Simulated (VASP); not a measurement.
VASP ran on this input.

File KPOINTS:
```
Automatic
0
Gamma
 7 7 7
0 0 0
```

**INCAR**
```
SYSTEM = PbSe
PREC = Accurate
ENCUT = 400
EDIFF = 1E-6
NELM = 100
ALGO = Normal
LREAL = .FALSE.
LASPH = .TRUE.
ISMEAR = 0
SIGMA = 0.05
GGA = PE
LMAXMIX = 4
LWAVE = .FALSE.
LCHARG = .FALSE.
IBRION = 2
ISIF = 3
NSW = 60
EDIFFG = -0.01
```

### POSCAR
```
PbSe
1
   -0.0000000000     3.1005903954     3.1005903954
    3.1005903954    -0.0000000000     3.1005903954
    3.1005903954     3.1005903954     0.0000000000
Pb Se
1 1
Direct
  0.0000000000   0.0000000000   0.0000000000
  0.5000000000   0.5000000000   0.5000000000
```

POTCAR, in this order: Pb_d Se (PBE.64 set). Program: vasp_std.

Problem. Write an equivalent input for Ansatz.

Solution. One equivalent input (not run):
Ansatz 0.2 input:
```yaml
crystal:
  lattice:
    - [0.0000000, 3.1005904, 3.1005904]
    - [3.1005904, 0.0000000, 3.1005904]
    - [3.1005904, 3.1005904, 0.0000000]
  atoms:
    - { symbol: Pb, position: [0.0000000, 0.0000000, 0.0000000] }
    - { symbol: Se, position: [0.5000000, 0.5000000, 0.5000000] }
kpoints:
  mp_grid: { grid: [7, 7, 7] }
hamiltonian:
  xc: pbe
  pseudopotentials: { kind: paw }
scf:
  occupations: { method: gaussian, width: 0.05 }
  max_iter: 100
relax:
  max_steps: 60
  f_tol: 0.01
  cell: {}
output: { forces: true, stress: true, eigenvalues: true }
```
The two are equivalent in intent, not identical: each code has its own PAW files, so the cut-off isn't converted (ENCUT is set for VASP's; basis.ecutwfc is left out, and Ansatz then takes the one that its files recommend); Ansatz stops its SCF on the density residual and VASP on the energy change (EDIFF).

The structure was generated: PbSe was put into the rock salt type (Fm-3m), which need not be its known phase. This run relaxes it. Symmetry was kept, so distortions that lower it aren't found. The start is the result of an earlier pass.
